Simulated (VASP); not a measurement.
Data:

```
CELL_PARAMETERS angstrom
      0.00000     3.14429     3.14429
      3.14429     0.00000     3.14429
      3.14429     3.14429     0.00000
ATOMIC_POSITIONS crystal
  In 0.75000 0.75000 0.75000
  In 0.50000 0.50000 0.50000
```

These are PBE GGA, VASP's PBE PAW potentials (set 64) (plane waves; VASP 6.6.1) values and carry that method's errors. Run with 300 eV cut-off, 7×7×7 Γ-centred mesh, Fermi-Dirac smearing of 0.14 eV, potentials In_d.

Q: Give the energies of bands 11 to 16 at the high-symmetry points, in eV from the Fermi level.

A: 
```tsv
band	Γ	X	U	L	W
11	-8.81	-5.08	-5.45	-6.67	-4.93
12	2.84	-5.08	-4.55	-4.35	-4.93
13	2.84	-0.58	-1.88	1.23	-1.45
14	2.84	-0.58	-0.11	1.23	-1.45
15	3.73	2.68	3.06	3.05	6.02
16	4.46	2.68	5.70	5.40	6.02
```

It has no gap at this level: it comes out as a metal or semimetal.

The structure was generated: In was put into an ordered model structure, which need not be its known phase. The cell was not relaxed at this level.
